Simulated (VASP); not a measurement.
Data:

```
Ge
1.0
    4.87826     0.00000     0.00000
   -2.43913     4.22469     0.00000
    0.00000     0.00000     2.72029
Ge
3
Direct
  0.00000   0.00000   0.00000
  0.33333   0.66667   0.50000
  0.66667   0.33333   0.50000
```

All values below come from r2SCAN meta-GGA, VASP's PBE PAW potentials (set 64) (plane waves; VASP). Settings: 480 eV cut-off, 8×8×10 Γ-centred mesh, first-order Methfessel-Paxton smearing of 0.10 eV, potentials Ge_d.

Each relaxation starts from this cell; other phases were not tried.

Task: The cell is relaxed at 15 GPa. What happens?

Result: The volume per atom goes from 18.69 to 16.14 Å³ (-13.6 %), and the cell becomes a = b = 4.6425 Å, c = 2.5941 Å, α = β = 90.00°, γ = 120.00°, space group P6/mmm.

Failed runs are left out, and for metals the shear rows, which the mesh's noise covers.

The structure was generated: Ge was put into the omega type (P6/mmm), which need not be its known phase.
